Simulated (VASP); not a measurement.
Given:

```
Cd2SSe
1.0
    4.24641     0.00000     0.00000
   -2.12320     3.67750     0.00000
    0.00000     0.00000     6.92047
Cd Se S
2 1 1
Cartesian
  0.00000   0.00000   3.38880
  0.00000   2.45167   0.07019
  0.00000   2.45167   4.33418
  0.00000   0.00000   0.84357
```

Level of theory: r2SCAN meta-GGA, VASP's PBE PAW potentials (set 64) (plane waves; VASP 6.6.1). Run with 400 eV cut-off, 7×7×4 Γ-centred mesh, tetrahedra with Blöchl corrections, potentials Cd Se S.

The cores are frozen, which limits the accuracy of field gradients.

Problem. Give the principal components of the electric field gradient (V/Å²) and the asymmetry η at each nucleus.

Solution. 
| atom | Vxx | Vyy | Vzz | η |
|---|---|---|---|---|
| Cd1 | 3.0 | 3.0 | -6.1 | 0.00 |
| Cd2 | -4.7 | -4.7 | 9.3 | 0.00 |
| Se3 | -12.3 | -12.3 | 24.6 | 0.00 |
| S4 | 4.4 | 4.4 | -8.8 | 0.00 |

The structure comes from a computed database's Cd2SeS entry (P3m1); how it stands against other phases isn't given here. It was relaxed first.
